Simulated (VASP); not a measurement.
Given:

```yaml
crystal:
  lattice:
    - [0.00000, 2.00204, 2.00204]
    - [2.00204, 0.00000, 2.00204]
    - [2.00204, 2.00204, 0.00000]
  atoms:
    - { symbol: Li, position: [0.00000, 0.00000, 0.00000] }
    - { symbol: F, position: [0.50000, 0.50000, 0.50000] }
```

These are PBEsol GGA, VASP's PBE PAW potentials (set 64) (plane waves; VASP) values and carry that method's errors. Run with 520 eV cut-off, 11×11×11 Γ-centred mesh, Gaussian smearing of 0.010 eV, potentials Li_sv F.

Task: Give the electronic dielectric tensor ε∞ (DFPT, local fields included).

Result: 
```
2.09  0.00  0.00
0.00  2.09  0.00
0.00  0.00  2.09
```

Task: Give the Born effective charges.

Result: 
```
atom   Z*xx   Z*yy   Z*zz   mean
----  -----  -----  -----  -----
Li1    1.05   1.05   1.05   1.05
F2    -1.05  -1.05  -1.05  -1.05
```

The compound is LiF in the rock salt structure. It was relaxed first.
